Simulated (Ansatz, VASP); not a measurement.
**Cross-check of Mg (Magnesium) between VASP and Ansatz**

One calculation is typed for both programs; each brings its own data sets. How far apart do they land? The structure shown is the end of the Ansatz relaxation below.

Main program and level: Ansatz 0.2.0; plane waves, with VASP 6.6.1 beside it; single point at PBEsol.

## 1. The starting structure

The structure is hexagonal, space group P6_3/mmc (No. 194). Conventional cell: a = 3.158 Å, b = 3.158 Å, c = 5.051 Å, α = 90.00°, β = 90.00°, γ = 120.00°. Mg has 12 Mg at 3.11 to 3.16 Å nearest.

## 2. Ansatz: relaxation, PBEsol

Ansatz runs on its PAW soft_1 files.

This run makes the geometry at which the two programs are then compared.

File input.yaml:

```yaml
crystal:
  lattice:
    - [3.1585994181, 0.0, 0.0]
    - [-1.579299709, 2.7354273364, 0.0]
    - [0.0, 0.0, 5.0495412479]
  atoms:
    - { symbol: Mg, position: [0.3333333333, 0.6666666667, 0.25] }
    - { symbol: Mg, position: [0.6666666667, 0.3333333333, 0.75] }
kpoints:
  mp_grid: { grid: [15, 15, 8] }
hamiltonian:
  xc: pbesol
  pseudopotentials: { kind: paw, azcp: { folder: soft_1 }, xc_functional: pbe }
scf:
  occupations: { method: methfessel_paxton, width: 0.2 }
output:
  forces: true
  stress: true
  eigenvalues: true
  write_density: true
  write_potential: true
  elf: true
  volumetric_format: npy
relax:
  adjacent_minimum: "off"
  f_tol: 0.001
  max_steps: 60
  cell: { stress_tol: 0.01, fix: [volume] }
```

Launch:

```
ansatz run input.yaml --threads 4 --pin off --max-ram 10240MiB --backend cpu --events-out ev --progress --plain --runs-dir out
```

Numbers of over 12 decimals in the logs are rounded to 6 here.

What it wrote:

```text
Engine: ansatz 0.2.0, aarch64-unknown-linux-gnu
Pseudopotentials: kind: paw
Pseudopotential: Mg, paw, valence charge 10, recommended cutoff 420 eV (normal), soft_1/Mg.paw.azcp
Functional definition: PBEsol
  exchange = pbesol_x
  correlation = pbesol_c
Crystal: 2 atoms, lattice volume = 43.629 Å³
Basis set: ecut = 420 eV, 845 PW (Γ), exchange–correlation on 48×48×72 points (8 copies of the dense FFT grid, shifted against one another)
Bands: 14, of which v1, the nominal top of the filled ones, is band 10 counted from 1 (9 counted from 0)
Symmetry: 24 space group operations
Space group: P63/mmc (ITA 194), of the structure as read, at distance tolerance 3.5e-5 Å
k-points: 135 of 1800
Non-local potential: Mg, projectors of the file, l = 0: 3, l = 1: 2, l = 2: 1
PAW form: soft (Blöchl's): semilocal exchange-correlation on the pseudo side does not see the compensation charge
PAW frozen core: Mg, regenerated for the run's functional, and the local potential with it (the file was generated under x = pbe(κ = 0.804, μ = 0.219515), c = pbe(β = 0.066725))
PAW one-centre angular grid: Mg, 110 points (default); XC on 64 Gauss nodes
Initial density: superposition of atomic densities (chi_scale 0.1, normalization cell)
Initial wavefunctions: pseudopotential atomic-orbital guess
Functional: x = pbesol(κ = 0.804, μ = 0.123457), c = pbesol(β = 0.046)
SCF iter   1: F=—  HF=-3824.131326 eV  |F-HF|=—  |Δ(HF+E_count)|=         —  Δρ=1.43e-2  dr2=1.15e-1  ethr=3.10e-3  ⟨swp⟩=5.0  Hψ=9426  notcnv=0
preconditioner: auto → none  [metal: Δε(μ)=0.038 eV  Ē_g=7.125 eV  σ=0.200 eV  W_gap=0.16  n_scr=8 (ndim 8)  ℏωp=11.2 eV  f_vac=0.000  D(μ)=0.89/eV (n_scr^D=2)  sad-step TF]
SCF iter   2: F=—  HF=-3824.119073 eV  |F-HF|=—  |Δ(HF+E_count)|=   1.23e-2  S|Δr|=    0.00e0  Δρ=9.99e-3  dr2=5.80e-2  ethr=5.76e-4  ⟨swp⟩=1.0  Hψ=2970  notcnv=0
SCF iter   3: F=—  HF=-3824.100142 eV  |F-HF|=—  |Δ(HF+E_count)|=   1.89e-2  S|Δr|=    0.00e0  Δρ=1.45e-3  dr2=1.16e-3  ethr=2.90e-4  ⟨swp⟩=1.2  Hψ=1916  notcnv=0
SCF iter   4: F=—  HF=-3824.099997 eV  |F-HF|=—  |Δ(HF+E_count)|=   1.45e-4  S|Δr|=    0.00e0  Δρ=1.69e-4  dr2=4.83e-6  ethr=5.81e-6  ⟨swp⟩=2.9  Hψ=3289  notcnv=0
SCF iter   5: F=—  HF=-3824.099975 eV  |F-HF|=—  |Δ(HF+E_count)|=   2.15e-5  S|Δr|=    0.00e0  Δρ=1.34e-5  dr2=2.00e-8  ethr=5.00e-10  ⟨swp⟩=8.2  Hψ=14077  notcnv=0
SCF iter   6: F=-3824.099975 eV  HF=-3824.099975 eV  |F-HF|=1.71e-9  |Δ(HF+E_count)|=   9.23e-9  S|Δr|=    0.00e0  Δρ=2.73e-6  dr2=9.16e-10  ethr=1.00e-10  ⟨swp⟩=5.2  Hψ=9846  notcnv=0
SCF 1 converged in 6 iterations: F = -3824.099975 eV  dr2 = 9.16e-10
  greatest PAW one-centre occupation: 1.000 electrons in one spin orbital (limit 2), on the Mg atom at site 1 (counted from 0), in its partial waves of l = 0
relax step   1: F+E_penalty+E_count = -3824.09997519 eV  Δ(F+E_penalty+E_count) = +0.000e0 eV  max|allowed force component| = 2.313e-17 eV/Å  Δτ_max = 0.0000 Å  P = +1.211 GPa  Ω = 43.629 Å³  fix = [volume]  reactions: volume +1.211 GPa  (6 SCF iters, dr2 threshold 1.00e-7 eV, accepted)
[...]
relax step   2: F+E_penalty+E_count = -3824.09997698 eV  Δ(F+E_penalty+E_count) = -1.798e-6 eV  max|allowed force component| = 2.313e-17 eV/Å  Δτ_max = 0.0000 Å  P = +1.210 GPa  Ω = 43.629 Å³  energy of the carried Pulay correction = +4.502e-8 eV  fix = [volume]  reactions: volume +1.210 GPa  (3 SCF iters, dr2 threshold 1.49e-9 eV, accepted)
[...]
relax step   3: F+E_penalty+E_count = -3824.09997704 eV  Δ(F+E_penalty+E_count) = -5.932e-8 eV  max|allowed force component| = 9.252e-18 eV/Å  Δτ_max = 0.0000 Å  P = +1.210 GPa  Ω = 43.629 Å³  fix = [volume]  reactions: volume +1.210 GPa  stress off target by 8.44e-3 GPa on what of the cell is left free  SCF on the basis re-selected at this cell (its energy is not comparable with the rows above)  (4 SCF iters)
basis re-selected at this cell: Δ(F+E_penalty+E_count) = -5.932e-8 eV, ΔP = +0.000 GPa vs the last step (what re-selecting the basis moved, of the pressure what is left beyond the Pulay correction that the steps carried, after the strain that the cell walked since its last selection, with what the two solves' SCF thresholds leave and, on support functions, any second-order correction that the steps lacked; it is no m [...]
SCF converged after 4 iterations
Stability not checked: this state was not tested for a lower state beside it, because cold or Methfessel-Paxton smearing, or corrected tetrahedra, fill the levels in a way that the test cannot read (fill_not_monotonic; see scf.lower_state_search)
Free energy (F): -3824.099977 eV
Harris-Foulkes:  -3824.099977 eV  (|F-HF|=1.82e-12)
Internal energy: -3824.098481 eV  (E = F + TS)
E sigma→0 (E₀):  -3824.099603 eV
Entropy (-TS):   -0.001496 eV (-0.748 meV/atom)
Fermi energy:    5.981954 eV
--- Per-component energies (eV) ---
  E_band       = -704.006768
  E_kinetic    = 139.027443
  E_local      = -3387.491483  (includes V_loc(G=0)·N_el)
  E_nonlocal   = 391.872938
  E_hartree    = 1152.295995
  E_xc         = -51.775512
  E_vxc        = -67.106285  (∫ρ·V_xc dr)
  E_paw        = -579.822898  (= ΣΔE_a)
  E_vpaw       = -84.901073  (= ΣTr[D̂ρ^β])
  E_aug_tail   = -0.000298  (compensation charges beyond the density's cutoff)
  E_ewald      = -1488.322390
  E_core_change = 0.117725  (= ΣΔE_core)
  E_smearing   = -0.001496  (= −TS)
  E_closure    = 0.000000  (closes the sum)
  Σ components = -3824.099977   (vs F -3824.099977, Δ=0.00e0)
--- Forces (eV/Å), atoms counted from 1 ---
  atom   1  Mg     0.00000000    -0.00000000    -0.00000000
  atom   2  Mg    -0.00000000     0.00000000     0.00000000
  max |Σ_I F_I| component: 9.25e-18 eV/Å
--- Stress (GPa, compression-positive) ---
        1.206038       0.000000       0.000000
        0.000000       1.206038      -0.000000
        0.000000      -0.000000       1.218704
  P = ⅓ Tr σ = 1.2103 GPa (12.103 kbar)
--- Band table (eV; the first three rows and the last of 135) ---
  k-point 0: bands = [... 6 lower, -36.5095, -36.5095, -1.1606, 4.3073, 4.8923, 17.0446, 17.0446, 17.2298]
  k-point 1: bands = [... 6 lower, -36.5097, -36.5097, -1.0679, 3.2507, 6.1065, 17.1157, 17.1157, 17.2885]
  k-point 2: bands = [... 6 lower, -36.5104, -36.5104, -0.7903, 2.1093, 7.7208, 15.5343, 17.3200, 17.3200]
  k-point 134: bands = [... 6 lower, -36.5170, -36.5170, 6.1407, 6.1407, 6.6149, 6.6149, 7.6167, 7.6167]
--- Relaxed structure (2 steps of the walk, 2 accepted, 1 SCFs on fresh bases) ---
  F+E_penalty+E_count = -3824.09997704 eV   max|allowed force component| = 9.252e-18 eV/Å   (the final SCF, on the basis selected at the relaxed cell)
  cell:  # Å, volume = 43.6286 Å³
    - [3.158187, -2.8863692540764957e-11, 0]
    - [-1.579094, 2.735070, 0]
    - [0, 0, 5.050859]
  atoms:
    - { symbol: Mg, position: [0.333333, 0.666667, 0.25] }
    - { symbol: Mg, position: [0.666667, 0.333333, 0.750000] }
```

In the SCF lines HF is the Harris–Foulkes energy and dr2 the Hartree energy of the density residual, in eV; the loop may stop once dr2 is under the threshold and the program's other checks hold. Hψ counts applications of the Hamiltonian.

## 3. VASP: single point, PBEsol, pair 1

The same cell, functional, mesh and smearing now go to VASP, with its own data sets.

Lines of VASP's logs that name or quote its potential files are left out, and so is its time.

File INCAR:

```
SYSTEM = Mg
PREC = Accurate
ENCUT = 600
EDIFF = 1E-06
NELM = 120
ISMEAR = 1
SIGMA = 0.2
LREAL = .FALSE.
ALGO = Normal
GGA = PS
NBANDS = 8
LORBIT = 11
LWAVE = .FALSE.
LCHARG = .FALSE.
ISIF = 2
LASPH = .TRUE.
GGA_COMPAT = .FALSE.
```

File POSCAR:

```
Mg
1.0
    3.1581873788      0.0000000000      0.0000000000
   -1.5790936894      2.7350704999      0.0000000000
    0.0000000000      0.0000000000      5.0508589310
Mg
2
Direct
    0.3333333333      0.6666666667      0.2500000000
    0.6666666667      0.3333333333      0.7500000000
```

File KPOINTS:

```
Automatic mesh
0
Gamma
15 15 8
0 0 0
```

Potentials, in the order of the species: Mg (PBE family, release 64).

Launch:

```
mpirun -np 1 vasp_std
```

What it wrote:

```text
[banner, memory and clock lines left out]
running    1 mpi-ranks, on    1 nodes
 distrk:  each k-point on    1 cores,    1 groups
 distr:  one band on    1 cores,    1 groups

 POSCAR found type information on POSCAR Mg
 POSCAR found :  1 types and       2 ions
|                                                                             |
|               ----> ADVICE to this user running VASP <----                  |
|                                                                             |
|     You enforced a specific xc type in the INCAR file but a different       |
|     [... a line on the potential file left out ...]
|     I HOPE YOU KNOW WHAT YOU ARE DOING!                                     |
|                                                                             |

 LDA part: xc-table for (Slater+PW92), standard interpolation
 POSCAR, INCAR and KPOINTS ok, starting setup
 FFT: planning ... GRIDC
 FFT: planning ... GRID_SOFT
 FFT: planning ... GRID
 WAVECAR not read
 entering main loop
       N       E                     dE             d eps       ncg     rms          rms(c)
DAV:   1    -0.803606766205E+00   -0.80361E+00   -0.14030E+03  2160   0.394E+02
DAV:   2    -0.345066608810E+01   -0.26471E+01   -0.25723E+01  2904   0.230E+01
DAV:   3    -0.346367400941E+01   -0.13008E-01   -0.13013E-01  2920   0.220E+00
DAV:   4    -0.346371193187E+01   -0.37922E-04   -0.37922E-04  3144   0.969E-02
DAV:   5    -0.346371205285E+01   -0.12098E-06   -0.12069E-06  2856   0.354E-03    0.961E-01
DAV:   6    -0.345299395951E+01    0.10718E-01   -0.48687E-04  2656   0.168E-01    0.612E-01
DAV:   7    -0.344347966016E+01    0.95143E-02   -0.20393E-03  2280   0.306E-01    0.307E-02
DAV:   8    -0.344348289336E+01   -0.32332E-05   -0.15964E-05  3504   0.282E-02    0.632E-03
DAV:   9    -0.344348267801E+01    0.21535E-06   -0.91048E-07  2376   0.467E-03
   1 F= -.34434827E+01 E0= -.34429956E+01  d E =-.146109E-02
```

OUTCAR, selected parts (step 3):

```text
ion  position               nearest neighbor table
   1  0.333  0.667  0.250-   2 3.11   2 3.11   2 3.11   2 3.11   2 3.11   2 3.11
   2  0.667  0.333  0.750-   1 3.11   1 3.11   1 3.11   1 3.11   1 3.11   1 3.11

  LATTYP: Found a hexagonal cell.
 ALAT       =     3.1581873788
 C/A-ratio  =     1.5992904553

 Subroutine GETGRP returns: Found 24 space group operations
 (whereof 12 operations were pure point group operations)

The static configuration has the point symmetry D_3d.
 The point group associated with its full space group is D_6h.

 Found    135 irreducible k-points:

   k-points           NKPTS =    135   k-points in BZ     NKDIM =    135   number of bands    NBANDS=      8

   dimension x,y,z NGX =    28 NGY =   28 NGZ =   40
   dimension x,y,z NGXF=    56 NGYF=   56 NGZF=   80

   ENCUT  =  600.0 eV  44.10 Ry    6.64 a.u.   6.31  6.31 10.09*2*pi/ulx,y,z

   NELECT =       4.0000    total number of electrons

 k-points in reciprocal lattice and weights: Automatic mesh
   0.00000000  0.00000000  0.00000000       0.001
   0.06666667  0.00000000  0.00000000       0.003
   0.13333333  0.00000000  0.00000000       0.003
   0.20000000  0.00000000  0.00000000       0.003
   0.26666667  0.00000000  0.00000000       0.003
   0.33333333  0.00000000  0.00000000       0.003
   0.40000000  0.00000000  0.00000000       0.003
   0.46666667  0.00000000  0.00000000       0.003
   0.06666667  0.06666667  0.00000000       0.003
[...]
0.33333333  0.26666667  0.50000000       0.007
   0.33333333  0.33333333  0.50000000       0.001

 average (electrostatic) potential at core
       1 -38.5804       2 -38.5804

 E-fermi :   2.8563

 k-point     1 :       0.0000    0.0000    0.0000
  band No.  band energies     occupation
      1      -4.2899      2.00000
      2       1.1751      2.00000
      3       1.7685      2.00000
      4      13.9224      0.00000
      5      13.9224      0.00000
      6      14.1091      0.00000
      7      14.1091      0.00000
      8      15.0428      0.00000

 k-point     2 :       0.0667    0.0000    0.0000
  band No.  band energies     occupation
      1      -4.2003      2.00000
      2       1.2563      2.00000
      3       1.8550      2.00000
      4      12.1651      0.00000
      5      12.9765      0.00000
      6      13.8087      0.00000
      7      15.1775      0.00000
      8      15.9087      0.00000

 k-point     3 :       0.1333    0.0000    0.0000
  band No.  band energies     occupation
      1      -3.9319      2.00000
      2       1.5002      2.00000
      3       2.1120      2.00000
      4      10.0853      0.00000
      5      12.0872      0.00000
      6      12.8341      0.00000
      7      14.9538      0.00000
      8      15.7812      0.00000

  Total        0.3223106      0.3223106      0.3264549      0.0000000      0.0000000      0.0000000
  in kB       11.8362331     11.8362331     11.9884242      0.0000000      0.0000000      0.0000000
  external PRESSURE =      11.8869635 kB  Pullay stress =       0.0000000 kB

  energy-cutoff  :      600.00
  volume of cell :       43.63
      direct lattice vectors                 reciprocal lattice vectors
     3.158187379  0.000000000  0.000000000     0.316637324  0.182810644  0.000000000
    -1.579093689  2.735070500  0.000000000     0.000000000  0.365621288  0.000000000
     0.000000000  0.000000000  5.050858931     0.000000000  0.000000000  0.197986127

 POSITION                                       TOTAL-FORCE (eV/Angst)
 -----------------------------------------------------------------------------------
     -0.00000      1.82338      1.26271        -0.000000      0.000000      0.000000
      1.57909      0.91169      3.78814         0.000000     -0.000000      0.000000
 -----------------------------------------------------------------------------------
    total drift:                                0.000000     -0.000000      0.000000

  FREE ENERGIE OF THE ION-ELECTRON SYSTEM (eV)
  ---------------------------------------------------
  free  energy   TOTEN  =        -3.4434826780 eV

  energy  without entropy=       -3.4420215873  energy(sigma->0) =       -3.44299565

 total charge
# of ion       s       p       d       tot
------------------------------------------
    1        0.210   0.136   0.013   0.358
    2        0.210   0.136   0.013   0.358
--------------------------------------------------
tot          0.419   0.272   0.025   0.717

[... 3 further parts left out ...]
```

The run ends at a pressure of 1.19 GPa.

## 4. Differences

Known differences besides the potentials themselves: the data sets hold 20 valence electrons in Ansatz (on its PAW soft_1 files) and 4 in VASP; the cutoff is 420 eV in Ansatz and 600 eV in VASP; Ansatz makes its cores anew for this functional, VASP keeps those of its PBE data sets; Ansatz's pressure holds a Pulay correction, VASP's none. Total energies have different zeros and are not compared.

Both answers:

```csv
quantity,Ansatz,VASP,difference
pressure (GPa),1.21,1.19,+0.02
```

## 5. Ansatz: relaxation, PBEsol

This run makes the geometry at which the two programs are then compared. The cell compared in this pair holds 46.33 Å³, against 43.63 Å³ for the pair before.

The structure compared here is the end of the Ansatz relaxation.

input.yaml, the sections that differ from step 2:

```yaml
crystal:
  lattice:
    - [3.2224267039, 0.0, 0.0]
    - [-1.6112133519, 2.7907033874, 0.0]
    - [0.0, 0.0, 5.1515796737]
  atoms:
    - { symbol: Mg, position: [0.3333333333, 0.6666666667, 0.25] }
    - { symbol: Mg, position: [0.6666666667, 0.3333333333, 0.75] }
output:
  forces: true
  stress: true
  eigenvalues: true
# kpoints, hamiltonian, scf, relax: as in step 2
```

Launch:

```
ansatz run input.yaml --threads 4 --pin off --max-ram 10240MiB --backend cpu --events-out ev --progress --plain --runs-dir out
```

What it wrote:

```text
[...]
Crystal: 2 atoms, lattice volume = 46.327 Å³
Basis set: ecut = 420 eV, 929 PW (Γ), exchange–correlation on 48×48×72 points (8 copies of the dense FFT grid, shifted against one another)
Bands: 14, of which v1, the nominal top of the filled ones, is band 10 counted from 1 (9 counted from 0)
[... 1 set-up line as in the run before ...]
[...]
k-points: 135 of 1800
[...]
k-point 134: bands = [... 6 lower, -37.1056, -37.1056, 5.6579, 5.6579, 6.1464, 6.1464, 6.9563, 6.9563]
--- Relaxed structure (2 steps of the walk, 2 accepted, 1 SCFs on fresh bases) ---
[...]
cell:  # Å, volume = 46.3273 Å³
    - [3.222776, -2.8870560899190084e-11, 0.0]
    - [-1.611388, 2.791006, 0.0]
    - [0.0, 0.0, 5.150464]
  atoms:
    - { symbol: Mg, position: [0.333333, 0.666667, 0.250000] }
    - { symbol: Mg, position: [0.666667, 0.333333, 0.750000] }
[key lines of the parts left out:]
SCF converged after 4 iterations
Free energy (F): -3824.100495 eV
Fermi energy:    5.483653 eV
P = ⅓ Tr σ = -1.0362 GPa (-10.362 kbar)
```

## 6. VASP: single point, PBEsol, pair 2

The same cell, functional, mesh and smearing now go to VASP, with its own data sets.

INCAR is that of step 3.

File POSCAR:

```
Mg
1.0
    3.2227756995      0.0000000000      0.0000000000
   -1.6113878497      2.7910056265      0.0000000000
    0.0000000000      0.0000000000      5.1504640009
Mg
2
Direct
    0.3333333333      0.6666666667      0.2500000000
    0.6666666667      0.3333333333      0.7500000000
```

KPOINTS is that of step 3.

Launch:

```
mpirun -np 1 vasp_std
```

What it wrote:

```text
[banner, memory and clock lines left out]
running    1 mpi-ranks, on    1 nodes
[...]
[... a notice as in an earlier step ...]

 LDA part: xc-table for (Slater+PW92), standard interpolation
 POSCAR, INCAR and KPOINTS ok, starting setup
[...]
entering main loop
       N       E                     dE             d eps       ncg     rms          rms(c)
DAV:   1    -0.762262451858E+00   -0.76226E+00   -0.14777E+03  2160   0.404E+02
DAV:   2    -0.344787547661E+01   -0.26856E+01   -0.25790E+01  2864   0.229E+01
DAV:   3    -0.346356593530E+01   -0.15690E-01   -0.15683E-01  2896   0.231E+00
DAV:   4    -0.346360718098E+01   -0.41246E-04   -0.41245E-04  3160   0.990E-02
DAV:   5    -0.346360728356E+01   -0.10258E-06   -0.10250E-06  2936   0.339E-03    0.970E-01
DAV:   6    -0.345309665854E+01    0.10511E-01   -0.64190E-04  2632   0.188E-01    0.618E-01
DAV:   7    -0.344344688497E+01    0.96498E-02   -0.26797E-03  2336   0.343E-01    0.321E-02
DAV:   8    -0.344345254916E+01   -0.56642E-05   -0.17567E-05  3384   0.303E-02    0.646E-03
DAV:   9    -0.344345215279E+01    0.39638E-06   -0.93669E-07  2416   0.452E-03
   1 F= -.34434522E+01 E0= -.34428265E+01  d E =-.187702E-02
```

OUTCAR, selected parts (step 6):

```text
  Total       -0.3114973     -0.3114973     -0.3150619     -0.0000000      0.0000000      0.0000000
  in kB      -10.7727782    -10.7727782    -10.8960550     -0.0000000      0.0000000      0.0000000
  external PRESSURE =     -10.8138705 kB  Pullay stress =       0.0000000 kB

 POSITION                                       TOTAL-FORCE (eV/Angst)
 -----------------------------------------------------------------------------------
     -0.00000      1.86067      1.28762         0.000000     -0.000000      0.000000
      1.61139      0.93034      3.86285        -0.000000      0.000000      0.000000
 -----------------------------------------------------------------------------------
    total drift:                               -0.000000      0.000000     -0.000000

  FREE ENERGIE OF THE ION-ELECTRON SYSTEM (eV)
  ---------------------------------------------------
  free  energy   TOTEN  =        -3.4434521528 eV

  energy  without entropy=       -3.4415751376  energy(sigma->0) =       -3.44282648

[... 1 part as in an earlier step ...]

[... 2 further parts left out ...]
[key lines of the parts left out:]
E-fermi :   2.5392
```

The run ends at a pressure of -1.08 GPa.

## 7. Side by side

What differs besides the data sets and the points named for the pairs above, as far as they apply: the data sets hold 20 valence electrons in Ansatz (on its PAW soft_1 files) and 4 in VASP. Total energies have different zeros and are not compared.

The two programs side by side:

```csv
quantity,Ansatz,VASP,difference
pressure (GPa),-1.04,-1.08,+0.05
```

## 8. What came out

```
difference in pressure (single point, PBEsol, pair 1) : 0.022 GPa
difference in pressure (single point, PBEsol, pair 2) : 0.045 GPa
```

In words: The difference in pressure is 0.045 GPa (single point, PBEsol, pair 2), within the 1 GPa picked in this series as the mark of a large difference. The data sets hold unlike numbers of valence electrons (20 in Ansatz and 4 in VASP), so part of the differences comes from the potentials. How closely two codes agree says nothing of how well the functional describes the real material.

[Lines on the potential files, build, host, timing and source positions are cut from VASP's logs without a mark.]

[Logs are printed without paths, hosts, clocks, repeated set-up lines and the standing remarks that a program may print on its own settings, such as how far it seeks lower states.]

[Hosts, paths, dates, database ids (printed as entryN), source tags and the programs' standing remarks are cut or masked in the printed files.]
